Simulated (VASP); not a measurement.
Data:

```
CELL_PARAMETERS angstrom
      0.00000     2.13672     2.13672
      2.13672     0.00000     2.13672
      2.13672     2.13672     0.00000
ATOMIC_POSITIONS crystal
  Be 0.25000 0.25000 0.25000
  Be 0.75000 0.75000 0.75000
  C  0.00000 0.00000 0.00000
```

The numbers are results of PBEsol GGA, VASP's PBE PAW potentials (set 64) (plane waves; VASP), not measurements. Settings: 520 eV cut-off, 9×9×9 Γ-centred mesh, Gaussian smearing of 0.050 eV, potentials Be C.

Q: What does the run give for the energy per atom (σ→0), pressure?

A: 
The energy per atom (σ→0) comes out as -6133 meV/atom and the pressure is 6.36 GPa.

The absolute energy has meaning only against runs of the same code, potentials and settings.

The compound is Be2C in the antifluorite structure. This cell is one point of a volume scan, at 0.97 of the reference volume.
